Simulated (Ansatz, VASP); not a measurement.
# GaSiAs: VASP beside Ansatz, part 2 of 2

Wanted: the spread between two codes on one cell, functional and k mesh. The cell is generated by rule, not measured, and may not be a known phase. The structure shown is the end of the Ansatz relaxation below.

VASP 6.6.1 and Ansatz 0.2.0.

So far: Set-up; Ansatz: relaxation, PBEsol; VASP: single point, PBEsol.

**3. VASP: single point, PBEsol (continued)**

Level of this step: PBEsol; plane waves and PAW (As, Ga_d, Si); invented cell (VASP).

Numbers of over 12 decimals in the logs are rounded to 6 here.

From OUTCAR (step 3):

```text
ion  position               nearest neighbor table
   1  0.418  0.082  0.165-   4 2.43   4 2.43   3 2.46   3 2.46
   2  0.747  0.753  0.507-   5 2.44   5 2.44   4 2.45   4 2.45
   3  0.005  0.995  0.989-   6 2.38   6 2.38   1 2.46   1 2.46
   4  0.334  0.666  0.331-   1 2.43   1 2.43   2 2.45   2 2.45
   5  0.662  0.338  0.677-   6 2.36   6 2.36   2 2.44   2 2.44
   6  0.084  0.416  0.832-   5 2.36   5 2.36   3 2.38   3 2.38

  LATTYP: Found a body centered orthorhombic cell.
 ALAT       =     3.9388291862
 B/A-ratio  =     1.0095928703
 C/A-ratio  =     4.2412662357

 Subroutine GETGRP returns: Found  4 space group operations
 (whereof  4 operations were pure point group operations)

The static configuration has the point symmetry C_2v.

 Found     46 irreducible k-points:

   k-points           NKPTS =     46   k-points in BZ     NKDIM =     46   number of bands    NBANDS=     28

   dimension x,y,z NGX =    28 NGY =   28 NGZ =   60
   dimension x,y,z NGXF=    56 NGYF=   56 NGZF=  120

   ENCUT  =  400.0 eV  29.40 Ry    5.42 a.u.   6.42  6.48 14.37*2*pi/ulx,y,z

   NELECT =      44.0000    total number of electrons

 k-points in reciprocal lattice and weights: Automatic mesh
   0.00000000  0.00000000  0.00000000       0.005
   0.16666667  0.00000000  0.00000000       0.019
   0.33333333  0.00000000 -0.00000000       0.019
   0.50000000  0.00000000 -0.00000000       0.009
   0.00000000  0.16666667  0.00000000       0.019
   0.16666667  0.16666667 -0.00000000       0.019
   0.33333333  0.16666667 -0.00000000       0.037
   0.50000000  0.16666667 -0.00000000       0.037
  -0.33333333  0.16666667  0.00000000       0.037
[...]
0.00000000  0.33333333  0.33333333       0.009
   0.00000000  0.00000000  0.50000000       0.005

 average (electrostatic) potential at core
       1 -49.5673       2 -50.0704       3 -65.1695       4 -65.7145       5 -85.1099
       6 -84.0738

 E-fermi :   4.7197

 k-point     1 :       0.0000    0.0000    0.0000
  band No.  band energies     occupation
    ...
     18       2.4019      2.00000
     19       2.4068      2.00000
     20       4.3448      2.00000
     21       4.4462      1.99989
     22       4.7365      0.81144
     23       4.7797      0.39604
     24       5.3713      0.00000
     25       6.0625      0.00000
     26       6.8225      0.00000
     27       7.1897      0.00000
    ...

 k-point     2 :       0.1667    0.0000    0.0000
  band No.  band energies     occupation
    ...
     18       1.8885      2.00000
     19       2.5321      2.00000
     20       2.5969      2.00000
     21       3.7847      2.00000
     22       4.6292      1.79930
     23       5.2271      0.00000
     24       6.3234      0.00000
     25       6.8680      0.00000
     26       7.5606      0.00000
     27       7.6449      0.00000
    ...

 k-point     3 :       0.3333    0.0000   -0.0000
  band No.  band energies     occupation
    ...
     18       1.7078      2.00000
     19       2.2253      2.00000
     20       2.7757      2.00000
     21       3.0134      2.00000
     22       4.4039      1.99999
     23       5.3503      0.00000
     24       6.4563      0.00000
     25       7.4739      0.00000
     26       7.8140      0.00000
     27       8.2675      0.00000
    ...

  Total       -0.0033095     -0.0033095     -0.0279946      0.1318917     -0.0000000      0.0000000
  in kB       -0.0405285     -0.0405285     -0.3428237      1.6151573     -0.0000000      0.0000000
  external PRESSURE =      -0.1412936 kB  Pullay stress =       0.0000000 kB

  energy-cutoff  :      400.00
  volume of cell :      130.83
      direct lattice vectors                 reciprocal lattice vectors
     2.785172827  2.785172827  0.000000000     0.179522073  0.179522073 -0.059860083
    -2.811890629  2.811890629  0.000000000    -0.177816304  0.177816304  0.059860083
     2.798531728 -0.013358901  8.352811618     0.000000000  0.000000000  0.119720167

 POSITION                                       TOTAL-FORCE (eV/Angst)
 -----------------------------------------------------------------------------------
      1.39259      1.39259      1.37479        -0.000000      0.000000      0.017922
      1.37923      4.19112      4.23273        -0.000000     -0.000000     -0.018055
     -0.01336      2.79853      8.26181         0.000000     -0.000000     -0.036058
     -0.01336      2.79853      2.76760        -0.000000      0.000000     -0.000236
      2.78517      2.78517      5.65187        -0.000000      0.000000      0.009246
      1.39259      1.39259      6.94604         0.000000      0.000000      0.027182
 -----------------------------------------------------------------------------------
    total drift:                                0.000037     -0.000003     -0.001154

  FREE ENERGIE OF THE ION-ELECTRON SYSTEM (eV)
  ---------------------------------------------------
  free  energy   TOTEN  =       -29.1538557913 eV

  energy  without entropy=      -29.1523926935  energy(sigma->0) =      -29.15312424

 total charge
# of ion       s       p       d       tot
------------------------------------------
    1        1.212   1.590   0.033   2.834
    2        1.215   1.571   0.038   2.824
    3        0.898   0.877   9.980  11.755
    4        0.889   0.814   9.995  11.698
    5        0.766   0.846   0.000   1.612
    6        0.760   0.937   0.000   1.697
--------------------------------------------------
tot          5.740   6.634  20.047  32.421

[... 3 further parts left out ...]
```

The run ends at a pressure of -0.01 GPa, with forces up to 0.036 eV/Å.

**4. Differences**

Known differences besides the potentials themselves: the data sets hold 64 valence electrons in Ansatz (default PAW (the set named soft_2) files) and 44 in VASP; the cutoff is 420 eV in Ansatz and 400 eV in VASP; Ansatz makes its cores anew for this functional, VASP keeps those of its PBE data sets; VASP leaves aspherical gradient terms in its spheres out (LASPH is not set), Ansatz keeps them; Ansatz's pressure holds a Pulay correction, VASP's none. Total energies have different zeros and are not compared.

Both answers:

```
      quantity  Ansatz   VASP  difference
pressure (GPa)   -0.01  -0.01        0.00
```

At this near-relaxed geometry the largest component of a force difference is 20 meV/Å.

**5. Other set-ups**

Further runs change the set-up of one program: Ansatz's method, potentials or start, or VASP's data sets, cutoff or form of LDA. The table gives Ansatz less VASP for each quantity, since a change that brings one quantity closer may part another.

```
                                                                    run  r.m.s. force difference (meV/Å)  pressure (GPa)
                                                               as above                              8.4          7.5e-4
VASP with the data sets As_GW, Ga_d_GW and Si_GW and a cutoff of 650 eV                              6.9          -0.017
         VASP with the data sets As, Ga_h and Si and a cutoff of 650 eV                              5.7           -0.11
```

**6. Outcome**

| Quantity | Value |
| --- | --- |
| difference in pressure (single point, PBEsol) | 7.5e-4 GPa |
| r.m.s. force difference (single point, PBEsol) | 8.4 meV/Å |

**Reading.** The r.m.s. force difference is 8.4 meV/Å (single point, PBEsol), within the 12 meV/Å picked in this series as the mark of a large difference. Single point, PBEsol, VASP with the data sets As_GW, Ga_d_GW and Si_GW and a cutoff of 650 eV: the difference in pressure goes from 7.5e-4 to -0.017 GPa. Single point, PBEsol, VASP with the data sets As, Ga_h and Si and a cutoff of 650 eV: r.m.s. force difference goes from 8.4 to 5.7 meV/Å; the difference in pressure goes from 7.5e-4 to -0.11 GPa. Such differences can come from data sets, numerical settings and the points named under the comparisons, not from the functional's error against experiment.

[Lines on the potential files, build, host, timing and source positions are cut from VASP's logs without a mark.]

[Logs are printed without paths, hosts, clocks, repeated set-up lines and the standing remarks that a program may print on its own settings, such as how far it seeks lower states.]

[Hosts, paths, dates, database ids (printed as entryN), source tags and the programs' standing remarks are cut or masked in the printed files.]
